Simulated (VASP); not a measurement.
Set up this calculation in VASP 6.6.1, as the native input.

```yaml
Task: single point
Functional: r2SCAN
Potentials_or_basis: VASP PAW PBE potentials, release 64 (Be, Cd, S)
Cutoff: 520 eV
k_mesh: 6 × 6 × 4
Occupations: gaussian, width 0.03 eV
Spin: no spin polarisation
Further_INCAR_settings: ALGO = Normal; EDIFF = 1e-06; NBANDS = 46
```

The structure of Be2CdS3 lies in POSCAR:

```
Be2CdS3
1.0
    3.1811720000     -5.5729900000      0.0000000000
    3.1811720000      5.5729900000      0.0000000000
   -1.9304690000      0.0000000000      5.9786720000
Be Cd S
4 2 6
Direct
    0.4199200000      0.5880820000      0.4995520000
    0.5880820000      0.4199200000      0.9995520000
    0.2548140000      0.7363850000      0.9972410000
    0.7363850000      0.2548140000      0.4972410000
    0.9165700000      0.0927100000      0.0102600000
    0.0927100000      0.9165700000      0.5102600000
    0.7370600000      0.9558270000      0.5923880000
    0.3415630000      0.4998320000      0.1400310000
    0.4998320000      0.3415630000      0.6400310000
    0.9558270000      0.7370600000      0.0923880000
    0.1287970000      0.5777660000      0.6351310000
    0.5777660000      0.1287970000      0.1351310000
```

The cell was built by a generator and needn't be a form met in nature.

One way to write it, as run:

INCAR

```
SYSTEM = Be2CdS3
PREC = Accurate
ENCUT = 520
EDIFF = 1E-6
ISMEAR = 0
SIGMA = 0.03
LREAL = .False.
LASPH = .True.
NELM = 150
ALGO = Normal
ISIF = 2
LWAVE = .False.
LCHARG = .False.
METAGGA = R2SCAN
LMIXTAU = .True.
NBANDS = 46
KPAR = 4
```

KPOINTS

```
Automatic mesh
0
Gamma
  6 6 4
  0 0 0
```

Potentials or basis: VASP PAW PBE potentials, release 64 (Be, Cd, S).

Launch:

```bash
$ cat potpaw_PBE.64/Be/POTCAR potpaw_PBE.64/Cd/POTCAR potpaw_PBE.64/S/POTCAR > POTCAR
$ mpirun -np 4 vasp_std > vasp.out
```

It gave:

| Item | Value |
| --- | --- |
| Pressure | -0.8 GPa |
| Largest force | 0.113 eV/Å |
| Band gap on the k mesh | 3.49 eV, indirect (least direct gap 3.53 eV) |

Caveat: the PAW data sets were made with another functional, which shifts forces and pressure a little.

It took 4.2 min on 4 MPI ranks on Intel(R) Xeon(R) 6975P-C (Granite Rapids) (shared host), peak memory 0.61 GiB a rank.
